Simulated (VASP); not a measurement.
VASP input:

File POSCAR:
```
AuAl2
1
    0.0000000000     3.0000000000     3.0000000000
    3.0000000000     0.0000000000     3.0000000000
    3.0000000000     3.0000000000     0.0000000000
Al Au
2 1
Direct
  0.2500000000   0.2500000000   0.2500000000
  0.7500000000   0.7500000000   0.7500000000
  0.0000000000   0.0000000000   0.0000000000
```

INCAR:
```
! general
SYSTEM   = AuAl2
PREC     = Accurate
ENCUT    = 520
LREAL    = F   ! projection in real space or not
LASPH    = T

! electronic loop
EDIFF    = 1E-6
NELM     = 100   ! most electronic steps
ALGO     = Normal   ! blocked Davidson
LMAXMIX  = 6

! smearing
ISMEAR   = 1
SIGMA    = 0.1

! functional
GGA      = CX
LUSE_VDW = T
AGGAC    = 0.0

! ions
IBRION   = 2
NSW      = 60
ISIF     = 3   ! ions, shape and volume
EDIFFG   = -0.02

! output
LWAVE    = F
LCHARG   = F
```

KPOINTS:
```
Automatic mesh
0
Gamma
8 8 8
0 0 0
```

POTCAR, in this order: Al Au (PBE.64 set). Program: vasp_std.

Q: Write an equivalent input for Quantum ESPRESSO's pw.x.

A: One equivalent input (not run):
```
&CONTROL
  calculation = 'vc-relax'
  pseudo_dir = './pseudo'
  outdir = './out'
  tprnfor = .true.
  tstress = .true.
  nstep = 60
  forc_conv_thr = 0.00078
/
&SYSTEM
  ibrav = 0
  nat = 3
  ntyp = 2
  ecutwfc = 76
  occupations = 'smearing'
  smearing = 'methfessel-paxton'
  degauss = 0.00735
  input_dft = 'vdw-df-cx'
/
&ELECTRONS
  conv_thr = 7.3e-08
  electron_maxstep = 100
/
&IONS
/
&CELL
/
ATOMIC_SPECIES
  Al 26.982 Al.upf
  Au 196.967 Au.upf
CELL_PARAMETERS angstrom
     0.0000000    3.0000000    3.0000000
     3.0000000    0.0000000    3.0000000
     3.0000000    3.0000000    0.0000000
ATOMIC_POSITIONS crystal
  Al   0.2500000  0.2500000  0.2500000
  Al   0.7500000  0.7500000  0.7500000
  Au   0.0000000  0.0000000  0.0000000
K_POINTS automatic
  8 8 8 0 0 0
```
What does not carry over: the potentials are each code's own (VASP's PAW set, PseudoDojo norm-conserving files in pw.x), so ENCUT and ecutwfc are chosen apart and not converted; conv_thr bounds pw.x's estimated SCF error, while EDIFF bounds the energy change between steps; forc_conv_thr acts on force components and is met together with etot_conv_thr.

The compound is AuAl2 in the fluorite structure. This run relaxes it. Symmetry was kept, so distortions that lower it aren't found.
